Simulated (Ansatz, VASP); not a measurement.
**Tc in two plane-wave programs**

Aim: how closely do two programs agree when they are given the same cell, functional and k mesh? The cell is taken from a series of runs on this material, whose earlier steps may have relaxed or scaled it; both programs get it as it stands.

Method: plane waves, with VASP 6.6.1 beside it; single point at PBE, in Ansatz 0.2.0.

**1. The starting structure**

Symmetry: P6_3/mmc, No. 194, hexagonal system. The conventional cell has a = 2.739 Å, b = 2.739 Å, c = 8.770 Å, α = 90.00°, β = 90.00°, γ = 120.00°. Tc has 12 Tc at 2.70 to 2.74 Å nearest. Nearest to Tc lie 12 Tc at 2.70 to 2.74 Å.

**2. VASP: single point, PBE**

With cell and atoms fixed, the geometry can't cause a difference; cores, projectors, grids and the points listed under the comparison can.

Lines of VASP's logs that name or quote its potential files are left out, and so is its time.

Contents of INCAR:

```
SYSTEM = Tc
PREC = Accurate
ENCUT = 400
EDIFF = 1E-06
NELM = 100
ISMEAR = -1
SIGMA = 0.05
LREAL = .FALSE.
ALGO = Normal
GGA = PE
NBANDS = 32
LASPH = .TRUE.
LORBIT = 11
LWAVE = .FALSE.
LCHARG = .FALSE.
KPAR = 2
ISIF = 2
```

Contents of POSCAR:

```
Tc
1.0
    2.7393552909      0.0000000000      0.0000000000
   -1.3696776454      2.3723512719      0.0000000000
    0.0000000000      0.0000000000      8.7696844400
Tc
4
Direct
    0.6666666667      0.3333333333      0.7500000000
    0.0000000000      0.0000000000      0.5000000000
    0.3333333333      0.6666666667      0.2500000000
    0.0000000000      0.0000000000      0.0000000000
```

Contents of KPOINTS:

```
Automatic mesh
0
Gamma
11 11 3
0 0 0
```

The projector-augmented-wave data sets are Tc_pv (PBE family, release 64).

The run is started by

```bash
$ mpirun -np 2 vasp_std
```

Numbers of over 12 decimals in the logs are rounded to 6 here.

What it wrote:

```text
[banner, memory and clock lines left out]
running    2 mpi-ranks, on    1 nodes
 distrk:  each k-point on    1 cores,    2 groups
 distr:  one band on    1 cores,    1 groups

 POSCAR found type information on POSCAR Tc
 POSCAR found :  1 types and       4 ions
 LDA part: xc-table for (Slater+PW92), standard interpolation
 POSCAR, INCAR and KPOINTS ok, starting setup
 FFT: planning ... GRIDC
 FFT: planning ... GRID_SOFT
 FFT: planning ... GRID
 WAVECAR not read
 entering main loop
       N       E                     dE             d eps       ncg     rms          rms(c)
DAV:   1     0.626038463243E+03    0.62604E+03   -0.27647E+04  2272   0.138E+03
DAV:   2    -0.219249606331E+02   -0.64796E+03   -0.63337E+03  2304   0.460E+02
DAV:   3    -0.439549368458E+02   -0.22030E+02   -0.21541E+02  2760   0.941E+01
DAV:   4    -0.443082292487E+02   -0.35329E+00   -0.35285E+00  2136   0.114E+01
DAV:   5    -0.443156897098E+02   -0.74605E-02   -0.74598E-02  2568   0.141E+00    0.337E+01
DAV:   6    -0.417402854077E+02    0.25754E+01   -0.62964E+00  2216   0.185E+01    0.106E+01
DAV:   7    -0.414235353711E+02    0.31675E+00   -0.13697E+00  2472   0.768E+00    0.130E+00
DAV:   8    -0.414229705784E+02    0.56479E-03   -0.14752E-01  2656   0.357E+00    0.128E+00
DAV:   9    -0.414013562523E+02    0.21614E-01   -0.91878E-02  2712   0.262E+00    0.176E-01
DAV:  10    -0.414015640426E+02   -0.20779E-03   -0.27910E-03  2416   0.436E-01    0.342E-02
DAV:  11    -0.414015653302E+02   -0.12875E-05   -0.10942E-04  2464   0.851E-02    0.139E-02
DAV:  12    -0.414015615563E+02    0.37739E-05   -0.64095E-06  2208   0.224E-02    0.545E-03
DAV:  13    -0.414015583786E+02    0.31777E-05   -0.10138E-06  1128   0.110E-02    0.107E-03
DAV:  14    -0.414015577446E+02    0.63397E-06   -0.26272E-07  1064   0.423E-03
   1 F= -.41401558E+02 E0= -.41388674E+02  d E =-.257680E-01
```

From OUTCAR (step 2):

```text
ion  position               nearest neighbor table
   1  0.667  0.333  0.750-   2 2.70   4 2.70   2 2.70   4 2.70   2 2.70   4 2.70
   2  0.000  0.000  0.500-   1 2.70   3 2.70   3 2.70   1 2.70   1 2.70   3 2.70
   3  0.333  0.667  0.250-   2 2.70   4 2.70   2 2.70   4 2.70   2 2.70   4 2.70
   4  0.000  0.000  0.000-   1 2.70   3 2.70   3 2.70   1 2.70   1 2.70   3 2.70

  LATTYP: Found a hexagonal cell.
 ALAT       =     2.7393552909
 C/A-ratio  =     3.2013680259

 Subroutine GETGRP returns: Found 24 space group operations
 (whereof 12 operations were pure point group operations)

The static configuration has the point symmetry D_3d.
 The point group associated with its full space group is D_6h.

 Found     32 irreducible k-points:

   k-points           NKPTS =     32   k-points in BZ     NKDIM =     32   number of bands    NBANDS=     32

   dimension x,y,z NGX =    18 NGY =   18 NGZ =   60
   dimension x,y,z NGXF=    36 NGYF=   36 NGZF=  120

   ENCUT  =  400.0 eV  29.40 Ry    5.42 a.u.   4.47  4.47 14.30*2*pi/ulx,y,z

   NELECT =      52.0000    total number of electrons

 k-points in reciprocal lattice and weights: Automatic mesh
   0.00000000  0.00000000  0.00000000       0.003
   0.09090909  0.00000000  0.00000000       0.017
   0.18181818  0.00000000  0.00000000       0.017
   0.27272727  0.00000000  0.00000000       0.017
   0.36363636 -0.00000000  0.00000000       0.017
   0.45454545  0.00000000  0.00000000       0.017
   0.09090909  0.09090909  0.00000000       0.017
   0.18181818  0.09090909  0.00000000       0.033
   0.27272727  0.09090909  0.00000000       0.033
[...]
0.27272727  0.27272727  0.33333333       0.033
   0.36363636  0.27272727  0.33333333       0.033

 average (electrostatic) potential at core
       1 -66.9998       2 -66.9425       3 -66.9998       4 -66.9425

 E-fermi :  12.7838

 k-point     1 :       0.0000    0.0000    0.0000
  band No.  band energies     occupation
    ...
     23      11.2742      2.00000
     24      11.5234      2.00000
     25      11.5234      2.00000
     26      11.6353      2.00000
     27      11.6353      2.00000
     28      13.0587      0.00816
     29      13.0587      0.00816
     30      13.7746      0.00000
     31      13.7746      0.00000
     32      14.4260      0.00000

 k-point     2 :       0.0909    0.0000    0.0000
  band No.  band energies     occupation
    ...
     25      11.7798      2.00000
     26      11.8298      2.00000
     27      11.8695      2.00000
     28      12.5350      1.98629
     29      12.7632      1.20359
     30      13.3614      0.00002
     31      13.9264      0.00000
     32      14.2658      0.00000

 k-point     3 :       0.1818    0.0000    0.0000
  band No.  band energies     occupation
    ...
     26      12.3669      1.99952
     27      12.3967      1.99913
     28      12.4968      1.99359
     29      12.5539      1.98006
     30      12.5570      1.97882
     31      14.0912      0.00000
     32      14.5382      0.00000

  Total        0.6625460      0.6625460      1.3284583      0.0000000      0.0000000      0.0000000
  in kB       18.6258150     18.6258150     37.3462648      0.0000000      0.0000000      0.0000000
  external PRESSURE =      24.8659650 kB  Pullay stress =       0.0000000 kB

  energy-cutoff  :      400.00
  volume of cell :       56.99
      direct lattice vectors                 reciprocal lattice vectors
     2.739355291  0.000000000  0.000000000     0.365049398  0.210761368  0.000000000
    -1.369677645  2.372351272  0.000000000     0.000000000  0.421522736  0.000000000
     0.000000000  0.000000000  8.769684440     0.000000000  0.000000000  0.114029188

 POSITION                                       TOTAL-FORCE (eV/Angst)
 -----------------------------------------------------------------------------------
      1.36968      0.79078      6.57726         0.000000     -0.000000      0.000000
      0.00000      0.00000      4.38484        -0.000000      0.000000      0.000000
     -0.00000      1.58157      2.19242        -0.000000      0.000000     -0.000000
      0.00000      0.00000      0.00000        -0.000000      0.000000      0.000000
 -----------------------------------------------------------------------------------
    total drift:                                0.000000     -0.000000      0.000000

  FREE ENERGIE OF THE ION-ELECTRON SYSTEM (eV)
  ---------------------------------------------------
  free  energy   TOTEN  =       -41.4015577446 eV

  energy  without entropy=      -41.3757897628  energy(sigma->0) =      -41.38867375

 total charge
# of ion       s       p       d       tot
------------------------------------------
    1        0.483   6.500   5.107  12.089
    2        0.480   6.499   5.136  12.115
    3        0.483   6.500   5.107  12.089
    4        0.480   6.499   5.136  12.115
--------------------------------------------------
tot          1.926  25.997  20.485  48.408

[... 3 further parts left out ...]
```

The run ends at a pressure of 2.49 GPa.

**3. Ansatz: single point, PBE**

Ansatz runs on its default PAW (the set named soft_2) files.

The same cell, functional, mesh and smearing now go to Ansatz, which takes its cutoff from its data sets.

Contents of input.yaml:

```yaml
crystal:
  lattice:
    - [2.7393552909, 0.0, 0.0]
    - [-1.3696776454, 2.3723512719, 0.0]
    - [0.0, 0.0, 8.76968444]
  atoms:
    - { symbol: Tc, position: [0.6666666667, 0.3333333333, 0.75] }
    - { symbol: Tc, position: [0.0, 0.0, 0.5] }
    - { symbol: Tc, position: [0.3333333333, 0.6666666667, 0.25] }
    - { symbol: Tc, position: [0.0, 0.0, 0.0] }
hamiltonian:
  xc: pbe
  pseudopotentials: { kind: paw }
kpoints:
  mp_grid: { grid: [11, 11, 3] }
scf:
  occupations: { method: fermi_dirac, width: 0.05 }
  n_extra_bands: 5
output:
  forces: true
  stress: true
  eigenvalues: true
```

The run is started by

```bash
$ ansatz run input.yaml --threads 2 --pin off --max-ram 4608MiB --backend cpu --events-out ev --progress --plain --runs-dir out
```

What it wrote:

```text
scf.n_extra_bands = 5 over 30 filled bands (N_el = 60.0): the run solves 35 bands
Engine: ansatz 0.2.0, aarch64-unknown-linux-gnu
Pseudopotentials: kind: paw
Pseudopotential: Tc, paw, valence charge 15, recommended cutoff 500 eV (normal), Tc.paw.azcp
Functional definition: PBE
  parameter kappa = 0.804
  parameter beta = 0.066725
  exchange = pbe_x(kappa = kappa, mu = beta*pi^2/3)
  correlation = pbe_c(beta = beta)
Crystal: 4 atoms, lattice volume = 56.992 Å³
Basis set: ecut = 500 eV, 1399 PW (Γ), exchange–correlation on 40×40×128 points (8 copies of the dense FFT grid, shifted against one another)
Bands: 35, of which v1, the nominal top of the filled ones, is band 30 counted from 1 (29 counted from 0)
Symmetry: 24 space group operations
Space group: P63/mmc (ITA 194), of the structure as read, at distance tolerance 3.8e-5 Å
k-points: 32 of 363
Non-local potential: Tc, projectors of the file, l = 0: 3, l = 1: 3, l = 2: 2, l = 3: 2
PAW form: soft (Blöchl's): semilocal exchange-correlation on the pseudo side does not see the compensation charge
PAW one-centre angular grid: Tc, 590 points (default); XC on 64 Gauss nodes
Initial density: superposition of atomic densities (chi_scale 0.1, normalization cell)
Initial wavefunctions: pseudopotential atomic-orbital guess
Functional: x = pbe(κ = 0.804, μ = 0.219515), c = pbe(β = 0.066725)
SCF iter   1: F=—  HF=-21592.790035 eV  |F-HF|=—  |Δ(HF+E_count)|=         —  Δρ=5.70e-2  dr2=1.74e0  ethr=3.10e-3  ⟨swp⟩=4.8  Hψ=3681  notcnv=0
preconditioner: auto → Kerker (q_TF=auto, 2.752 Å⁻¹)  [metal: Δε(μ)=0.100 eV  Ē_g=4.504 eV  σ=0.050 eV  W_gap=0.44  n_scr=24 (ndim 8)  ℏωp=26.0 eV  f_vac=0.000  D(μ)=2.16/eV (n_scr^D=6)]
SCF iter   2: F=—  HF=-21592.297174 eV  |F-HF|=—  |Δ(HF+E_count)|=   4.93e-1  Δρ=2.75e-2  dr2=3.86e-1  ethr=2.90e-3  ⟨swp⟩=2.9  Hψ=2128  notcnv=0  defer=3
SCF iter   3: F=—  HF=-21592.175831 eV  |F-HF|=—  |Δ(HF+E_count)|=   1.21e-1  Δρ=4.57e-3  dr2=5.42e-3  ethr=6.44e-4  ⟨swp⟩=3.0  Hψ=2230  notcnv=0  defer=3
SCF iter   4: F=—  HF=-21592.175740 eV  |F-HF|=—  |Δ(HF+E_count)|=   9.08e-5  Δρ=5.45e-4  dr2=1.29e-4  ethr=9.04e-6  ⟨swp⟩=1.0  Hψ=1181  notcnv=0  defer=3
SCF iter   5: F=—  HF=-21592.175728 eV  |F-HF|=—  |Δ(HF+E_count)|=   1.21e-5  Δρ=1.15e-4  dr2=6.91e-6  ethr=2.16e-7  ⟨swp⟩=2.2  Hψ=1696  notcnv=0  defer=3
SCF iter   6: F=—  HF=-21592.175732 eV  |F-HF|=—  |Δ(HF+E_count)|=   3.34e-6  Δρ=2.29e-5  dr2=3.19e-7  ethr=1.15e-8  ⟨swp⟩=2.0  Hψ=1567  notcnv=0  defer=3
SCF iter   7: F=-21592.175732 eV  HF=-21592.175732 eV  |F-HF|=1.97e-8  |Δ(HF+E_count)|=   4.51e-8  Δρ=6.33e-6  dr2=2.92e-8  ethr=1.67e-10  ⟨swp⟩=4.6  Hψ=3728  notcnv=0
SCF 1 converged in 7 iterations: F = -21592.175732 eV  dr2 = 2.92e-8
  greatest PAW one-centre occupation: 0.990 electrons in one spin orbital (limit 2), on the Tc atom at site 2 (counted from 0), in its partial waves of l = 0
SCF converged after 7 iterations
Free energy (F): -21592.175732 eV
Harris-Foulkes:  -21592.175732 eV  (|F-HF|=1.97e-8)
Internal energy: -21592.149945 eV  (E = F + TS)
E sigma→0 (E₀):  -21592.162838 eV
Entropy (-TS):   -0.025787 eV (-6.447 meV/atom)
Fermi energy:    22.536347 eV
--- Per-component energies (eV) ---
  E_band       = -187.813304
  E_kinetic    = 2495.839826
  E_local      = -4716.337604  (includes V_loc(G=0)·N_el)
  E_nonlocal   = 1144.434537
  E_hartree    = 1275.363903
  E_xc         = -958.882246
  E_vxc        = -1181.067249  (∫ρ·V_xc dr)
  E_paw        = -13113.123432  (= ΣΔE_a)
  E_vpaw       = -481.406728  (= ΣTr[D̂ρ^β])
  E_aug_tail   = -0.000118  (compensation charges beyond the density's cutoff)
  E_ewald      = -7719.444811
  E_smearing   = -0.025787  (= −TS)
  E_closure    = 0.000000  (closes the sum)
  Σ components = -21592.175732   (vs F -21592.175732, Δ=0.00e0)
--- Forces (eV/Å), atoms counted from 1 ---
  atom   1  Tc    -0.00000000    -0.00000000     0.00000000
  atom   2  Tc    -0.00000000    -0.00000000     0.00000000
  atom   3  Tc     0.00000000     0.00000000    -0.00000000
  atom   4  Tc    -0.00000000     0.00000000    -0.00000000
  max |Σ_I F_I| component: 2.31e-18 eV/Å
--- Stress (GPa, compression-positive) ---
        3.662551       0.000000       0.000000
        0.000000       3.662551      -0.000000
        0.000000      -0.000000       5.589418
  P = ⅓ Tr σ = 4.3048 GPa (43.048 kbar)
--- Band table (eV; the first three rows and the last of 32) ---
  k-point 0: bands = [... 26 lower, 21.0240, 21.2721, 21.2721, 21.3863, 21.3863, 22.8113, 22.8113, 23.5285, ... 1 higher]
  k-point 1: bands = [... 26 lower, 21.1029, 21.1029, 21.1896, 21.1896, 21.7021, 23.0625, 23.0625, 23.3354, ... 1 higher]
  k-point 2: bands = [... 26 lower, 20.8790, 21.4477, 21.5288, 21.5810, 21.6209, 22.2873, 22.5155, 23.1156, ... 1 higher]
  k-point 31: bands = [... 26 lower, 20.7297, 21.0713, 22.2886, 22.4521, 23.3943, 23.6463, 24.8456, 25.0737, ... 1 higher]
```

The column dr2 measures how far the density is from self-consistency, as an energy; F and HF (Harris–Foulkes) agree once it is small.

The run ends at a pressure of 4.30 GPa.

**4. Comparison**

Known differences besides the PAW data sets themselves: the data sets hold 60 valence electrons in Ansatz (default PAW (the set named soft_2) files) and 52 in VASP; the cutoff is 500 eV in Ansatz and 400 eV in VASP. Total energies have different zeros and are not compared.

The two programs side by side:

| quantity | Ansatz | VASP | difference |
| --- | --- | --- | --- |
| pressure (GPa) | 4.30 | 2.49 | +1.82 |

**5. What moves the difference**

The difference is large enough to ask for its cause, so further runs change the set-up of one program at a time, as the table lists.

| run | difference in pressure (GPa) |
| --- | --- |
| as above | 1.8 |
| VASP with the data sets Tc_sv_GW and a cutoff of 570 eV | 1.3 |

**6. What came out**

| Item | Value |
| --- | --- |
| difference in pressure (single point, PBE) | 1.8 GPa |

What this shows: The difference in pressure is 1.8 GPa (single point, PBE), beyond the 1 GPa picked in this series as the mark of a large difference. For single point, PBE: no further run halves the difference in pressure. Differences of this kind measure data sets and numerical settings, not the functional's error against experiment.

[Lines on the potential files, build, host, timing and source positions are cut from VASP's logs without a mark.]

[Logs are printed without paths, hosts, clocks, repeated set-up lines and the standing remarks that a program may print on its own settings, such as how far it seeks lower states.]

[Hosts, paths, dates, database ids (printed as entryN), source tags and the programs' standing remarks are cut or masked in the printed files.]
